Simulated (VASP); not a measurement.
Input of a VASP 6.6.1 run:

The input INCAR:

```
SYSTEM = H20CO9
PREC = Accurate ; ENCUT = 520
EDIFF = 1E-6 ; ISMEAR = -1
SIGMA = 0.05 ; LREAL = Auto
LASPH = .TRUE. ; NELM = 60
ALGO = Normal ; ISIF = 2
LWAVE = .FALSE. ; LCHARG = .FALSE.
GGA = PE ; IVDW = 12
NBANDS = 60
```

File KPOINTS:

```
regular mesh
0
G
  1 1 1
  0 0 0
```

POSCAR

```
H20CO9
1.0
    7.3625330000      0.0000000000      0.0000000000
    0.0000000000      7.3625330000      0.0000000000
    0.0000000000      0.0000000000      7.3625330000
O H C
9 20 1
Direct
    0.2499139902      0.2385863669      0.2898051527
    0.8730283450      0.3951493324      0.8935104264
    0.8001865662      0.6629104413      0.6051857425
    0.3335808478      0.8287636877      0.7749506861
    1.0059717220     -0.0277078554      0.8968380855
    0.6284521917      0.4664698956      0.2000126859
    0.2798765045      0.4969077898      0.9143320648
    0.7687435832      0.9004238079      0.1735679826
    0.2211059699      0.9036292265      0.4432985224
    0.2720259454      0.3695195662      0.2582399291
    0.1563184844      0.1835917068      0.2185389186
    0.9948478329      0.4010983720      0.9510042264
    0.8791947011      0.4818450389      0.7971441350
    0.8749026999      0.7678064058      0.5854778512
    0.7513582622      0.6409207266      0.4867889896
    0.4399572810      0.9060061259      0.7970083122
    0.2939477487      0.8612525064      0.6504826532
    1.1305076663     -0.0534326977      0.8790452960
    0.9667868382      0.0694869551      0.8225158380
    0.5908564349      0.3386742036      0.2068445737
    0.7329950168      0.4538655379      0.1220911336
    0.3252413266      0.6097358070      0.8627193929
    0.3916451037      0.4460285611      0.9576052155
    0.6705165192      0.9460466934      0.0916260749
    0.8683424577      0.9558395188      0.1018399510
    0.5166564279      0.8843967151      0.4345243682
    0.2346746697      1.0327559822      0.4482017262
    0.3897707487      0.7012396413      0.3598489813
    0.4230880867      0.9159076095      0.2275168071
    0.3932478129      0.8520029723      0.3609355639
```

Potentials or basis: VASP PAW PBE potentials, release 64 (O, H, C).

Command:

```bash
$ cat potpaw_PBE.64/O/POTCAR potpaw_PBE.64/H/POTCAR potpaw_PBE.64/C/POTCAR > POTCAR
$ mpirun -np 1 vasp_gam > vasp.out
```

Q: What does it give for the pressure?

A: 0.6 GPa.

Q: What does it give for the band gap on the k mesh?

A: 4.26 eV, direct.

Stress tensor (GPa, compression positive):
```
 0.61 -0.60  0.06
-0.60  0.30 -0.19
 0.06 -0.19  0.87
```

A hybrid or GW would open this gap; PBE tends to underestimate it.
